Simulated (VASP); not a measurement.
The system is SnO (Romarchite).

```
CELL_PARAMETERS angstrom
3.83538 0.00000 0.00000
0.00000 3.83538 0.00000
0.00000 0.00000 4.72805
ATOMIC_POSITIONS crystal
Sn 0.50000 0.00000 0.24596
Sn 0.00000 0.50000 0.75404
O 0.00000 0.00000 0.00000
O 0.50000 0.50000 0.00000
```

Base run:

| Property | Result |
| --- | --- |
| Program | VASP 6.6.1 |
| Functional | HSE06 |
| Potentials or basis | VASP PAW PBE potentials, release 64 (Sn_d, O) |
| Cutoff | 520 eV |
| k mesh | 4 × 4 × 4 |
| Occupations | gaussian, width 0.03 eV |
| Spin | no spin polarisation |

Its results: band gap on the k mesh 0.27 eV, indirect (least direct gap 2.50 eV); pressure -2.2 GPa; largest force 0.660 eV/Å.

The run is repeated on the same cell with these changes: functional from HSE06 to PBE-EpsX. What comes out?

Band gap on the k mesh 0.39 eV, indirect (least direct gap 2.45 eV); pressure 0.0 GPa; largest force 0.356 eV/Å.

Caveats: the PAW data sets were made with another functional, which shifts forces and pressure a little; spin-orbit coupling is left out, which moves the levels of the heavy elements.
